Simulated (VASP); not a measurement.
VASP runs on RbCl (space group Fm-3m) share one base input (PBE GGA, plane waves, VASP's PBE PAW potentials (set 64)) and change the settings named in each case.

**POSCAR**
```
RbCl
1
    0.0000000000     3.2900000000     3.2900000000
    3.2900000000     0.0000000000     3.2900000000
    3.2900000000     3.2900000000     0.0000000000
Rb Cl
1 1
Direct
  0.0000000000   0.0000000000   0.0000000000
  0.5000000000   0.5000000000   0.5000000000
```

### INCAR
```
! general
SYSTEM  = RbCl
PREC    = Accurate
ENCUT   = 300
LREAL   = .FALSE.
LASPH   = .TRUE.

! electronic loop
EDIFF   = 1E-6
NELM    = 100
ALGO    = Normal
LMAXMIX = 4

! smearing
ISMEAR  = -1
SIGMA   = 0.05

! functional
GGA     = PE

! ions
ISIF    = 2

! output
LWAVE   = .FALSE.
LCHARG  = .FALSE.
```

File KPOINTS:
```
Automatic mesh
0
Gamma
9 9 9
0 0 0
```

POTCAR, in this order: Rb_sv Cl (PBE.64 set). Program: vasp_std.

| change | E(σ→0) (eV/atom) | pressure (GPa) |
|---|---|---|
| base run | -3.3322 | 0.71 |
| GGA removed, POTCAR Rb_sv Cl (LDA.64 set) | -3.6174 | … |
| GGA_COMPAT = .FALSE., LNONCOLLINEAR = .TRUE., LSORBIT = .TRUE., MAGMOM = 0.0 0.0 0.0 0.0 0.0 0.0, program vasp_ncl | -3.3458 | 0.71 |
| KPOINTS 2×2×2 Γ-centred mesh | -3.3109 | 0.92 |

Some entries are withheld; supply them.

- GGA removed, POTCAR Rb_sv Cl (LDA.64 set), pressure (GPa): -1.75

Energies of different potentials or functionals have different zeros.  At 300 eV the pressure can carry a Pulay error.

Left out are runs that ran out of time, are held back, or changed the cell or the kind of run, fixed moments of cells without a moment, rows past the twelfth, gaps on odd meshes, pressures of charged cells and columns that move by less than the noise.

The structure is a typed RbCl crystal (Fm-3m). The cell was not relaxed at this level.
